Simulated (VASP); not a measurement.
These are PBE GGA, VASP's PBE PAW potentials (set 64) (plane waves; VASP 6.6.1) values and carry that method's errors.

VASP input:

INCAR:
```
SYSTEM = Ni3Si
PREC = Accurate
ENCUT = 520
EDIFF = 1E-7
NELM = 100
ALGO = Normal
LREAL = .FALSE.
LASPH = .TRUE.
ISMEAR = 1
SIGMA = 0.1
GGA = PE
LMAXMIX = 4
LWAVE = .FALSE.
LCHARG = .FALSE.
ISIF = 2
```

### KPOINTS
```
Automatic mesh
0
Gamma
9 9 9
0 0 0
```

POSCAR:
```
Ni3Si
1
    3.4344341759     0.0000000000     0.0000000000
    0.0000000000     3.4344341759     0.0000000000
    0.0000000000     0.0000000000     3.4344341759
Si Ni
1 3
Direct
  0.0000000000   0.0000000000   0.0000000000
  0.0000000000   0.5000000000   0.5000000000
  0.5000000000   0.0000000000   0.5000000000
  0.5000000000   0.5000000000   0.0000000000
```

POTCAR, in this order: Si Ni (PBE.64 set). Program: vasp_std.

**Question.** What does the run give for the energy per atom (σ→0), pressure, band gap (on the k-mesh)?

**Answer.** 
| Quantity | Result |
|---|---|
| energy per atom (σ→0) | -5.891 eV/atom |
| band gap (on the k-mesh) | none (metal, semimetal or under 0.01 eV) |
| pressure | 15.24 GPa |

**OSZICAR**
```
...
DAV:   9    -0.235664551906E+02    0.17531E-01   -0.32503E-02  2016   0.262E+00    0.575E-01
DAV:  10    -0.235642567704E+02    0.21984E-02   -0.36342E-03  1981   0.487E-01    0.214E-01
DAV:  11    -0.235639861476E+02    0.27062E-03   -0.61080E-04  2268   0.310E-01    0.560E-02
DAV:  12    -0.235639719396E+02    0.14208E-04   -0.91726E-05  1648   0.119E-01    0.153E-02
DAV:  13    -0.235639711113E+02    0.82827E-06   -0.69390E-06  1731   0.188E-02    0.833E-03
DAV:  14    -0.235639703892E+02    0.72206E-06   -0.52711E-07  1617   0.833E-03    0.310E-03
DAV:  15    -0.235639703346E+02    0.54613E-07   -0.16570E-07   970   0.604E-03
   1 F= -.23563970E+02 E0= -.23564075E+02  d E =0.312810E-03
```

The compound is Ni3Si in the L1_2 structure. This cell is one point of a volume scan, at 0.94 of the reference volume. The run is not spin-polarised, so no magnetic state was tried.
